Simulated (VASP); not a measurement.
Input:

```
OsGe2
1.0
    0.00000     3.08251     3.08251
    3.08251     0.00000     3.08251
    3.08251     3.08251     0.00000
Os Ge
1 2
Direct
  0.00000   0.00000   0.00000
  0.25000   0.25000   0.25000
  0.75000   0.75000   0.75000
```

These are PBE GGA, VASP's PBE PAW potentials (set 64) (plane waves; VASP) values and carry that method's errors. Numerical set-up: 520 eV cut-off, 8×8×8 Γ-centred mesh, first-order Methfessel-Paxton smearing of 0.10 eV, potentials Os_pv Ge_d.

### Question
Give the stress tensor in GPa (positive for a compressed cell).

### Answer

```
-10.60    0.00    0.00
  0.00  -10.60    0.00
  0.00    0.00  -10.60
```
The pressure is its mean diagonal, -10.60 GPa.

The structure was generated: Ge2Os was put into the fluorite type (Fm-3m), which need not be its known phase. The cell was not relaxed at this level. The run is one of a series of settings (ENCUT = 520, POTCAR Os_pv Ge_d (PBE.64 set) against the base run), some of them coarse on purpose.
